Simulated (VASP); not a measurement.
An input for Ansatz (written as the equivalent of a VASP run, and not itself run):

Ansatz 0.2 input:
```yaml
crystal:
  lattice:
    - [0.0000000, 2.4082996, 2.4082996]
    - [2.4082996, 0.0000000, 2.4082996]
    - [2.4082996, 2.4082996, 0.0000000]
  atoms:
    - { symbol: B, position: [0.0000000, 0.0000000, 0.0000000] }
    - { symbol: As, position: [0.2500000, 0.2500000, 0.2500000] }
kpoints:
  mp_grid: { grid: [9, 9, 9] }
hamiltonian:
  xc: pbe
  pseudopotentials: { kind: paw }
scf:
  occupations: { method: gaussian, width: 0.05 }
  max_iter: 100
output: { forces: true, stress: true, eigenvalues: true }
```

Task: Translate this input to VASP (INCAR, KPOINTS, POSCAR, choice of POTCAR).

Result: This is not unique; one that fits is 
**INCAR**
```
ALGO = Normal   # blocked Davidson
ISMEAR = 0
NELM = 100
SYSTEM = BAs
EDIFF = 1E-6   # SCF stop (eV)
PREC = Accurate
LASPH = .TRUE.   # aspherical one-centre terms
LREAL = .FALSE.   # projection in real space or not
LWAVE = .FALSE.
LCHARG = .TRUE.
ENCUT = 450
SIGMA = 0.05   # width (eV)
LMAXMIX = 4
GGA = PE
```

### POSCAR
```
BAs
3.405850
  0.0000000000   0.7071067840   0.7071067840
  0.7071067840   0.0000000000   0.7071067840
  0.7071067840   0.7071067840   0.0000000000
B As
1 1
Direct
  0.0000000000   0.0000000000   0.0000000000
  0.2500000000   0.2500000000   0.2500000000
```

### KPOINTS
```
Automatic mesh
0
Gamma
9 9 9
0 0 0
```

POTCAR, in this order: B As (PBE.64 set). Program: vasp_std.

The two are equivalent in intent, not identical: each code has its own PAW files, so the cut-off isn't converted (ENCUT is set for VASP's; basis.ecutwfc is left out, and Ansatz then takes the one that its files recommend); Ansatz stops its SCF on the density residual and VASP on the energy change (EDIFF).

The compound is BAs in the zinc blende structure. It was relaxed first.
